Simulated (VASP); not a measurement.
VASP runs on Sr (fcc) share one base input (PBE GGA, plane waves, VASP's PBE PAW potentials (set 64)) and change the settings named in each case.

**KPOINTS**
```
Automatic mesh
0
Gamma
9 9 9
0 0 0
```

File POSCAR:
```
Sr
1
    0.0000000000     3.0400000000     3.0400000000
    3.0400000000     0.0000000000     3.0400000000
    3.0400000000     3.0400000000     0.0000000000
Sr
1
Direct
  0.0000000000   0.0000000000   0.0000000000
```

**INCAR**
```
ALGO = Normal
EDIFF = 1E-6
ENCUT = 400
GGA = PE
ISIF = 2
ISMEAR = 1
LASPH = .TRUE.
LCHARG = .FALSE.
LMAXMIX = 4
LREAL = .FALSE.
LWAVE = .FALSE.
NELM = 100
PREC = Accurate
SIGMA = 0.1
SYSTEM = Sr
```

POTCAR, in this order: Sr_sv (PBE.64 set). Program: vasp_std.

| change | E(σ→0) (eV/atom) | −TS (eV) |
|---|---|---|
| base run | -1.6323 | 0.0004 |
| ISMEAR = 0, NELECT = 9.5, SIGMA = 0.05 | -2.3621 | -0.0014 |
| ISMEAR = 0, NELECT = 9.9, SIGMA = 0.05 | -1.7813 | -0.0029 |
| ISMEAR = 0, NELECT = 9.98, SIGMA = 0.05 | -1.6624 | -0.0015 |
| ISMEAR = 0, NELECT = 10.02, SIGMA = 0.05 | ___ | -0.0015 |
| ISMEAR = 0, NELECT = 10.1, SIGMA = 0.05 | ___ | ___ |
| ISMEAR = 0, NELECT = 10.5, SIGMA = 0.05 | -0.8859 | -0.0020 |

### Question
Fill in the missing entries.

### Answer

- ISMEAR = 0, NELECT = 10.02, SIGMA = 0.05, E(σ→0) (eV/atom): -1.6026
- ISMEAR = 0, NELECT = 10.1, SIGMA = 0.05, E(σ→0) (eV/atom): -1.4828
- ISMEAR = 0, NELECT = 10.1, SIGMA = 0.05, −TS (eV): -0.0016

Charged cells carry a uniform compensating background.

Left out are runs that ran out of time, are held back, or changed the cell or the kind of run, fixed moments of cells without a moment, rows past the twelfth, gaps on odd meshes, pressures of charged cells and columns that move by less than the noise.

The compound is Sr in the fcc structure. The cell was not relaxed at this level.
